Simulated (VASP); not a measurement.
OSZICAR of a VASP run on Pb (fcc):

File OSZICAR:
```
       N       E                     dE             d eps       ncg     rms          rms(c)
DAV:   1     0.953205539852E+02    0.95321E+02   -0.64365E+03  2317   0.123E+03
DAV:   2    -0.775122544565E-01   -0.95398E+02   -0.93615E+02  2369   0.303E+02
DAV:   3    -0.417886785215E+01   -0.41014E+01   -0.40879E+01  2693   0.762E+01
DAV:   4    -0.426791500588E+01   -0.89047E-01   -0.89020E-01  2787   0.122E+01
DAV:   5    -0.427138989094E+01   -0.34749E-02   -0.34750E-02  2932   0.211E+00    0.582E-01
DAV:   6    -0.425875583840E+01    0.12634E-01   -0.17798E-02  2760   0.262E+00    0.275E-01
DAV:   7    -0.425527435791E+01    0.34815E-02   -0.70699E-03  2723   0.153E+00    0.822E-02
DAV:   8    -0.425498713348E+01    0.28722E-03   -0.30142E-04  3123   0.362E-01    0.823E-03
DAV:   9    -0.425498516444E+01    0.19690E-05   -0.72119E-06  2918   0.519E-02    0.360E-03
DAV:  10    -0.425498558984E+01   -0.42540E-06   -0.22718E-07  2543   0.515E-03    0.102E-04
DAV:  11    -0.425498558956E+01    0.28194E-09   -0.59632E-09  1387   0.984E-04
   1 F= -.42549856E+01 E0= -.42549856E+01  d E =0.000000E+00
```

Question: Which electronic solver shows in the log?

Answer: It is blocked Davidson (ALGO = Normal, or the opening steps of other solvers). The INCAR had ALGO = Normal.

Question: Can the final energy be trusted as converged?

Answer: The run converged. It stopped with EDIFF = 1E-7, NELM = 100 (LDA (Ceperley-Alder, Perdew-Zunger), plane waves, VASP's LDA PAW potentials (set 64)).

The compound is Pb in the fcc structure. It was relaxed first.
